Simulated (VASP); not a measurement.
Output of a VASP run:

**OSZICAR**
```
       N       E                     dE             d eps       ncg     rms          rms(c)
DAV:   1     0.146303902111E+03    0.14630E+03   -0.13408E+04  4890   0.187E+03
DAV:   2    -0.203610331520E+02   -0.16666E+03   -0.16475E+03  5485   0.410E+02
DAV:   3    -0.256559120180E+02   -0.52949E+01   -0.51668E+01  6626   0.580E+01
DAV:   4    -0.256967290218E+02   -0.40817E-01   -0.40790E-01  5520   0.613E+00
DAV:   5    -0.256972501757E+02   -0.52115E-03   -0.52114E-03  6570   0.708E-01    0.227E+01
DAV:   6    -0.248801690425E+02    0.81708E+00   -0.56141E+00  5863   0.168E+01    0.715E+00
DAV:   7    -0.247933473530E+02    0.86822E-01   -0.44770E-01  5632   0.385E+00    0.436E+00
DAV:   8    -0.247669798572E+02    0.26367E-01   -0.64058E-02  6157   0.224E+00    0.309E-01
DAV:   9    -0.247665939006E+02    0.38596E-03   -0.16104E-03  5919   0.336E-01    0.191E-01
DAV:  10    -0.247665201217E+02    0.73779E-04   -0.40449E-04  6129   0.201E-01    0.339E-02
DAV:  11    -0.247665111329E+02    0.89888E-05   -0.52617E-05  6031   0.605E-02    0.150E-02
DAV:  12    -0.247665107778E+02    0.35516E-06   -0.23901E-06  4560   0.108E-02
   1 F= -.24766511E+02 E0= -.24766594E+02  d E =0.248201E-03
```

### OUTCAR
```
------------------------ aborting loop because EDIFF is reached ----------------------------------------
  FORCE on cell =-STRESS in cart. coord.  units (eV):
  Direction    XX          YY          ZZ          XY          YZ          ZX
  --------------------------------------------------------------------------------------
  Total       -2.1478171     -2.1478171     -2.5037455      0.0000000      0.0000000      0.0000000
  in kB      -80.3832458    -80.3832458    -93.7040606      0.0000000      0.0000000      0.0000000
  external PRESSURE =     -84.8235174 kB  Pullay stress =       0.0000000 kB
  volume of cell :       42.81
      direct lattice vectors                 reciprocal lattice vectors
    -1.637100000  1.637100000  3.993300000     0.000000000  0.305418117  0.125209726
     1.637100000 -1.637100000  3.993300000     0.305418117  0.000000000  0.125209726
     1.637100000  1.637100000 -3.993300000     0.305418117  0.305418117  0.000000000
 POSITION                                       TOTAL-FORCE (eV/Angst)
 -----------------------------------------------------------------------------------
      0.00000      0.00000      5.31109        -0.000000     -0.000000     -0.022305
      0.00000      0.00000      2.67551        -0.000000     -0.000000      0.022305
      0.00000      0.00000      0.00000         0.000000      0.000000     -0.000000
 -----------------------------------------------------------------------------------
    total drift:                                0.000000     -0.000000     -0.000000
  FREE ENERGIE OF THE ION-ELECTRON SYSTEM (eV)
  ---------------------------------------------------
  free  energy   TOTEN  =       -24.7665107778 eV

  energy  without entropy=      -24.7667589784  energy(sigma->0) =      -24.76659351
```
(Selected blocks of OUTCAR.)

### POSCAR
```
WSi2
1
   -1.6371000000     1.6371000000     3.9933000000
    1.6371000000    -1.6371000000     3.9933000000
    1.6371000000     1.6371000000    -3.9933000000
Si W
2 1
Direct
  0.6650000000   0.6650000000   0.0000000000
  0.3350000000   0.3350000000   0.0000000000
  0.0000000000   0.0000000000   0.0000000000
```

Task: Write an INCAR and KPOINTS that could have produced this output.

Result: One answer among several that fit: the input of the run itself, PBE GGA, plane waves, VASP's PBE PAW potentials (set 64).

KPOINTS:
```
Automatic mesh
0
Gamma
12 12 12
0 0 0
```

**INCAR**
```
# general
SYSTEM  = WSi2
PREC    = Accurate
ENCUT   = 725   # plane-wave cut-off (eV)
LREAL   = .FALSE.
LASPH   = .TRUE.   # aspherical one-centre terms

# electronic loop
EDIFF   = 1E-6
NELM    = 100   # most electronic steps
ALGO    = Normal   # blocked Davidson
LMAXMIX = 6   # l cut-off of mixed one-centre charges

# smearing
ISMEAR  = 1   # Methfessel-Paxton
SIGMA   = 0.1   # width (eV)

# functional
GGA     = PE   # PBE

# ions
ISIF    = 2   # forces and stress, cell fixed

# output
LWAVE   = .FALSE.
LCHARG  = .FALSE.
```

POTCAR, in this order: Si W_sv (PBE.64 set). Program: vasp_std.

The compound is WSi2 in the MoSi2 type structure. The cell was not relaxed at this level. The run is one of a series of settings (ENCUT = 725 against the base run), some of them coarse on purpose.
